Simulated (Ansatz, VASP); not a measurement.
# CoSi2: VASP beside Ansatz, part 2 of 2

Aim: how closely do two programs agree when they are given the same cell, functional and k mesh? The cell is taken from a series of runs on this material, whose earlier steps may have relaxed, scaled, displaced or heated it; both programs get it as it stands.

VASP 6.6.1 and Ansatz 0.2.0.

So far: The starting structure; Ansatz: zone-centre phonons, LDA.

### Step 3. VASP: zone-centre phonons, LDA

Level of this step: LDA, no spin polarisation; plane waves and PAW (Co, Si) (VASP).

The same cell, functional (in two slightly different forms), mesh and smearing now go to VASP, with its own data sets.

Lines of VASP's logs that name or quote its potential files are left out, and so is its time.

Input file INCAR:

```
SYSTEM = CoSi2
PREC = Accurate
ENCUT = 600
EDIFF = 1E-08
NELM = 120
ISMEAR = 0
SIGMA = 0.27211
LREAL = .FALSE.
ALGO = Normal
GGA = CA
NBANDS = 14
LASPH = .TRUE.
LORBIT = 11
LWAVE = .FALSE.
LCHARG = .FALSE.
ISIF = 2
IBRION = 8
GGA_COMPAT = .FALSE.
KPAR = 2
```

Input file POSCAR:

```
CoSi2
1.0
   -2.6379152088      0.0000000000      2.6379152088
    0.0000000000      2.6379152088      2.6379152088
   -2.6379152088      2.6379152088      0.0000000000
Co Si
1 2
Direct
    0.0000000000      0.0000000000      0.0000000000
    0.7500000000      0.7500000000      0.7500000000
    0.2500000000      0.2500000000      0.2500000000
```

Input file KPOINTS:

```
Automatic mesh
0
Gamma
12 12 12
0 0 0
```

Potentials, in the order of the species: Co and Si (LDA family, release 64).

On the command line:

```bash
$ mpirun -np 2 vasp_std
```

Numbers of over 12 decimals in the logs are rounded to 6 here.

What it wrote:

```text
[banner, memory and clock lines left out]
running    2 mpi-ranks, on    1 nodes
 distrk:  each k-point on    1 cores,    2 groups
 distr:  one band on    1 cores,    1 groups

 POSCAR found type information on POSCAR CoSi
 POSCAR found :  2 types and       3 ions
 LDA part: xc-table for (Slater(with rela. corr.)+CA(PZ))
 , standard interpolation
 POSCAR, INCAR and KPOINTS ok, starting setup
 FFT: planning ... GRIDC
 FFT: planning ... GRID_SOFT
 FFT: planning ... GRID
 WAVECAR not read
 entering main loop
       N       E                     dE             d eps       ncg     rms          rms(c)
DAV:   1     0.721601836714E+02    0.72160E+02   -0.77553E+03  2016   0.133E+03
DAV:   2    -0.189886045447E+02   -0.91149E+02   -0.83154E+02  2106   0.249E+02
DAV:   3    -0.232861052942E+02   -0.42975E+01   -0.41601E+01  2606   0.602E+01
DAV:   4    -0.233756188412E+02   -0.89514E-01   -0.89338E-01  2430   0.806E+00
DAV:   5    -0.233784164982E+02   -0.27977E-02   -0.27968E-02  2724   0.156E+00    0.147E+01
DAV:   6    -0.260911509431E+02   -0.27127E+01   -0.26107E+01  2366   0.113E+02    0.160E+01
DAV:   7    -0.220075203116E+02    0.40836E+01   -0.11795E+01  2614   0.895E+01    0.380E+00
DAV:   8    -0.219827220644E+02    0.24798E-01   -0.75100E-01  2390   0.595E+00    0.184E+00
DAV:   9    -0.219482885478E+02    0.34434E-01   -0.92903E-02  2644   0.635E+00    0.442E-01
DAV:  10    -0.219479757448E+02    0.31280E-03   -0.65543E-03  2794   0.112E+00    0.107E-01
DAV:  11    -0.219478488312E+02    0.12691E-03   -0.59527E-04  2868   0.474E-01    0.366E-02
DAV:  12    -0.219478499174E+02   -0.10861E-05   -0.26974E-05  2522   0.508E-02    0.144E-02
DAV:  13    -0.219478494762E+02    0.44117E-06   -0.19346E-06  3226   0.176E-02    0.502E-03
DAV:  14    -0.219478495667E+02   -0.90549E-07   -0.21327E-07  3096   0.509E-03    0.265E-03
DAV:  15    -0.219478494817E+02    0.85068E-07   -0.16383E-07  3038   0.796E-03    0.510E-04
DAV:  16    -0.219478494816E+02    0.62755E-10   -0.13750E-08  1564   0.952E-04
   1 F= -.21947849E+02 E0= -.21929739E+02  d E =-.362203E-01
 Linear response reoptimize wavefunctions to high precision
DAV:   1    -0.219478494819E+02   -0.31309E-09   -0.23099E-09  2002   0.740E-04
DAV:   2    -0.219478494819E+02    0.11596E-10   -0.17822E-10  1344   0.113E-04
 Linear response DOF=           2
 Linear response progress:
  Degree of freedom:   1/  2
       N       E                     dE             d eps       ncg     rms          rms(c)
RMM:   1    -0.177751477006E+00   -0.17775E+00   -0.13224E-01  7431   0.272E+00
RMM:   2    -0.174316318532E+00    0.34352E-02   -0.31779E-03  6463   0.765E-01    0.192E-01
RMM:   3    -0.174251552016E+00    0.64767E-04   -0.68420E-04  7142   0.198E-01    0.112E-01
RMM:   4    -0.174820218988E+00   -0.56867E-03   -0.34768E-04  7637   0.133E-01    0.106E-02
RMM:   5    -0.174818440713E+00    0.17783E-05   -0.18877E-05  7641   0.364E-02    0.501E-03
RMM:   6    -0.174815606841E+00    0.28339E-05   -0.12621E-06  7257   0.114E-02    0.386E-03
RMM:   7    -0.174807481401E+00    0.81254E-05   -0.35551E-07  6498   0.788E-03    0.101E-03
RMM:   8    -0.174797841749E+00    0.96397E-05   -0.11484E-07  7880   0.244E-03    0.436E-04
RMM:   9    -0.174795124352E+00    0.27174E-05   -0.16272E-08  7206   0.117E-03    0.211E-04
RMM:  10    -0.174794711253E+00    0.41310E-06   -0.34374E-09  6915   0.514E-04    0.448E-05
RMM:  11    -0.174794698178E+00    0.13075E-07   -0.21698E-09  8057   0.226E-04    0.262E-05
RMM:  12    -0.174794632752E+00    0.65426E-07   -0.16103E-09  8022   0.811E-05    0.843E-06
RMM:  13    -0.174794578448E+00    0.54304E-07   -0.16924E-09  8549   0.334E-05    0.225E-06
RMM:  14    -0.174794595382E+00   -0.16934E-07   -0.17942E-09  7938   0.232E-05    0.100E-06
RMM:  15    -0.174794591236E+00    0.41467E-08   -0.18198E-09  8055   0.170E-05    0.321E-07
 first order change of Fermi-energy   0.14466E-03
 force on displaced ion       1 direction 1 : -12.951   0.000   0.000
 Linear response progress:
  Degree of freedom:   2/  2
       N       E                     dE             d eps       ncg     rms          rms(c)
RMM:   1    -0.213958759462E-01   -0.21396E-01    0.25507E-02 19246   0.137E+00
RMM:   2    -0.184449219168E-01    0.29510E-02   -0.10355E-03 11167   0.616E-01    0.108E-01
RMM:   3    -0.186709910132E-01   -0.22607E-03   -0.60619E-04 13024   0.195E-01    0.559E-02
RMM:   4    -0.188991591125E-01   -0.22817E-03   -0.10125E-04 12082   0.807E-02    0.909E-03
RMM:   5    -0.188900227913E-01    0.91363E-05   -0.11588E-05 13478   0.253E-02    0.587E-03
RMM:   6    -0.188682657929E-01    0.21757E-04   -0.19459E-06 11476   0.155E-02    0.518E-03
RMM:   7    -0.188678932969E-01    0.37250E-06   -0.22954E-07 10902   0.108E-02    0.101E-03
RMM:   8    -0.188776086964E-01   -0.97154E-05   -0.15942E-07 13019   0.323E-03    0.411E-04
RMM:   9    -0.188778906579E-01   -0.28196E-06   -0.32766E-08 14126   0.104E-03    0.167E-04
RMM:  10    -0.188775712776E-01    0.31938E-06   -0.11737E-08 12723   0.467E-04    0.419E-05
RMM:  11    -0.188776717159E-01   -0.10044E-06   -0.19865E-09 14487   0.163E-04    0.134E-05
RMM:  12    -0.188776450260E-01    0.26690E-07   -0.50363E-09 14268   0.452E-05    0.415E-06
RMM:  13    -0.188776374055E-01    0.76205E-08   -0.63570E-10 14868   0.194E-05    0.267E-06
 first order change of Fermi-energy   0.13277E-03
 force on displaced ion       2 direction 1 :  -9.423   0.000   0.000
 Linear response finished
```

OUTCAR, selected parts (step 3):

```text
ion  position               nearest neighbor table
   1  0.000  0.000  0.000-   2 2.28   2 2.28   2 2.28   2 2.28   3 2.28   3 2.28   3 2.28   3 2.28

  LATTYP: Found a face centered cubic cell.
 ALAT       =     5.2758304176

 Subroutine GETGRP returns: Found 48 space group operations
 (whereof 48 operations were pure point group operations)

The static configuration has the point symmetry O_h .

 Found     72 irreducible k-points:

   k-points           NKPTS =     72   k-points in BZ     NKDIM =     72   number of bands    NBANDS=     14

   dimension x,y,z NGX =    30 NGY =   30 NGZ =   30
   dimension x,y,z NGXF=    60 NGYF=   60 NGZF=   60

   ENCUT  =  600.0 eV  44.10 Ry    6.64 a.u.   7.45  7.45  7.45*2*pi/ulx,y,z

   NELECT =      17.0000    total number of electrons

 k-points in reciprocal lattice and weights: Automatic mesh
   0.00000000  0.00000000  0.00000000       0.001
   0.08333333  0.00000000  0.00000000       0.005
   0.16666667  0.00000000  0.00000000       0.005
   0.25000000  0.00000000  0.00000000       0.005
   0.33333333  0.00000000  0.00000000       0.005
   0.41666667  0.00000000  0.00000000       0.005
   0.50000000  0.00000000  0.00000000       0.002
   0.08333333  0.08333333  0.00000000       0.003
   0.16666667  0.08333333  0.00000000       0.014
[...]
-0.33333333  0.50000000  0.16666667       0.007
  -0.25000000  0.50000000  0.25000000       0.003

 average (electrostatic) potential at core
       1 -77.4963       2 -80.3625       3 -80.3625

  Total        0.0174809      0.0174809      0.0174809      0.0000000      0.0000000     -0.0000000
  in kB        0.7628919      0.7628919      0.7628919      0.0000000      0.0000000     -0.0000000
  external PRESSURE =       0.7628919 kB  Pullay stress =       0.0000000 kB

  energy-cutoff  :      600.00
  volume of cell :       36.71
      direct lattice vectors                 reciprocal lattice vectors
    -2.637915209  0.000000000  2.637915209    -0.189543621 -0.189543621  0.189543621
     0.000000000  2.637915209  2.637915209     0.189543621  0.189543621  0.189543621
    -2.637915209  2.637915209  0.000000000    -0.189543621  0.189543621 -0.189543621

 POSITION                                       TOTAL-FORCE (eV/Angst)
 -----------------------------------------------------------------------------------
      0.00000      0.00000      0.00000        -0.000000     -0.000000     -0.000000
     -3.95687      3.95687      3.95687         0.000000     -0.000000     -0.000000
     -1.31896      1.31896      1.31896        -0.000000      0.000000      0.000000
 -----------------------------------------------------------------------------------
    total drift:                                0.000000      0.000000     -0.000000

 Eigenvectors and eigenvalues of the dynamical matrix
 ----------------------------------------------------

   1 f  =   10.492397 THz    65.925672 2PiTHz  349.988675 cm-1    43.393046 meV
             X         Y         Z           dx          dy          dz
      0.000000  0.000000  0.000000     0.691127   -0.039678    0.092911
     -3.956873  3.956873  3.956873    -0.500711    0.028746   -0.067313
     -1.318958  1.318958  1.318958    -0.500711    0.028746   -0.067313

   2 f  =   10.492397 THz    65.925672 2PiTHz  349.988675 cm-1    43.393046 meV
             X         Y         Z           dx          dy          dz
      0.000000  0.000000  0.000000    -0.027222   -0.691729   -0.092911
     -3.956873  3.956873  3.956873     0.019722    0.501147    0.067313
     -1.318958  1.318958  1.318958     0.019722    0.501147    0.067313

   3 f  =   10.492397 THz    65.925672 2PiTHz  349.988675 cm-1    43.393046 meV
             X         Y         Z           dx          dy          dz
      0.000000  0.000000  0.000000    -0.097292   -0.088313    0.686002
     -3.956873  3.956873  3.956873     0.070487    0.063981   -0.496997
     -1.318958  1.318958  1.318958     0.070487    0.063981   -0.496997

   4 f  =   10.374048 THz    65.182065 2PiTHz  346.040991 cm-1    42.903596 meV
             X         Y         Z           dx          dy          dz
      0.000000  0.000000  0.000000    -0.000000   -0.000000    0.000000
     -3.956873  3.956873  3.956873    -0.546941    0.448053   -0.010200
     -1.318958  1.318958  1.318958     0.546941   -0.448053    0.010200

   5 f  =   10.374048 THz    65.182065 2PiTHz  346.040991 cm-1    42.903596 meV
             X         Y         Z           dx          dy          dz
      0.000000  0.000000  0.000000    -0.000000    0.000000    0.000000
     -3.956873  3.956873  3.956873    -0.364536   -0.435400    0.421356
     -1.318958  1.318958  1.318958     0.364536    0.435400   -0.421356

   6 f  =   10.374048 THz    65.182065 2PiTHz  346.040991 cm-1    42.903596 meV
             X         Y         Z           dx          dy          dz
      0.000000  0.000000  0.000000     0.000000   -0.000000   -0.000000
     -3.956873  3.956873  3.956873     0.260708    0.331174    0.567763
     -1.318958  1.318958  1.318958    -0.260708   -0.331174   -0.567763

   7 f/i=    0.001414 THz     0.008882 2PiTHz    0.047151 cm-1     0.005846 meV
             X         Y         Z           dx          dy          dz
      0.000000  0.000000  0.000000     0.004125    0.000652    0.715625
     -3.956873  3.956873  3.956873     0.002847    0.000450    0.493886
     -1.318958  1.318958  1.318958     0.002847    0.000450    0.493886

   8 f/i=    0.001414 THz     0.008882 2PiTHz    0.047151 cm-1     0.005846 meV
             X         Y         Z           dx          dy          dz
      0.000000  0.000000  0.000000     0.290244   -0.654136   -0.001077
     -3.956873  3.956873  3.956873     0.200311   -0.451449   -0.000743
     -1.318958  1.318958  1.318958     0.200311   -0.451449   -0.000743

   9 f/i=    0.001414 THz     0.008882 2PiTHz    0.047151 cm-1     0.005846 meV
             X         Y         Z           dx          dy          dz
      0.000000  0.000000  0.000000     0.654124    0.290245   -0.004035
     -3.956873  3.956873  3.956873     0.451441    0.200312   -0.002785
     -1.318958  1.318958  1.318958     0.451441    0.200312   -0.002785

 ELASTIC MODULI CONTR FROM IONIC RELAXATION (kBar)
 Direction    XX          YY          ZZ          XY          YZ          ZX
 --------------------------------------------------------------------------------
 XX          -0.0000     -0.0000      0.0000     -0.0000      0.0000     -0.0000
 YY          -0.0000     -0.0000      0.0000     -0.0000      0.0000      0.0000
 ZZ           0.0000      0.0000     -0.0000     -0.0000     -0.0000      0.0000
 XY          -0.0000     -0.0000     -0.0000   -620.1531      0.0000      0.0000
 YZ           0.0000      0.0000     -0.0000      0.0000   -620.1531      0.0000
 ZX          -0.0000      0.0000      0.0000      0.0000      0.0000   -620.1531
 --------------------------------------------------------------------------------
```

This run has no spin polarisation, so a moment on Co, if there is one, isn't seen. Its electron count is odd, so without a moment it is a metal by construction.

### Step 4. Differences

Known differences besides the potentials themselves: the two LDA forms differ slightly; the data sets hold 25 valence electrons in Ansatz (on its default PAW (the set named soft_2) files) and 17 in VASP; the cutoff is 420 eV in Ansatz and 600 eV in VASP; VASP's log shows a relativistic correction to its local exchange, Ansatz's none. Total energies have different zeros and are not compared.

Compared:

```tsv
quantity	Ansatz	VASP	difference
optical mode 1 to 3 (cm⁻¹)	345.0	346.0	-0.29 %
optical mode 4 to 6 (cm⁻¹)	347.2	350.0	-0.81 %
```

Modes are paired by rising frequency, not by their patterns, so a pair may set unlike modes beside each other; they are those without the splitting of longitudinal modes.

### Step 5. Results

| Quantity | Value |
| --- | --- |
| r.m.s. difference of the optical zone-centre modes, each program's sorted by frequency (zone-centre phonons, LDA) | 2.1 cm⁻¹ |
| difference in optical mode 4 to 6 (zone-centre phonons, LDA) | -0.8 % |

What this shows: The r.m.s. difference of the optical zone-centre modes, each program's sorted by frequency is 2.1 cm⁻¹ (zone-centre phonons, LDA). The data sets hold unlike numbers of valence electrons (25 in Ansatz and 17 in VASP), so part of the differences comes from the potentials. Among the rows given in per cent, the largest difference of the zone-centre phonons, LDA pair is in optical mode 4 to 6, -0.8 %. How closely two codes agree says nothing of how well the functional describes the real material.

[Lines on the potential files, build, host, timing and source positions are cut from VASP's logs without a mark.]

[Logs are printed without paths, hosts, clocks, repeated set-up lines and the standing remarks that a program may print on its own settings, such as how far it seeks lower states.]

[Hosts, paths, dates, database ids (printed as entryN), source tags and the programs' standing remarks are cut or masked in the printed files.]
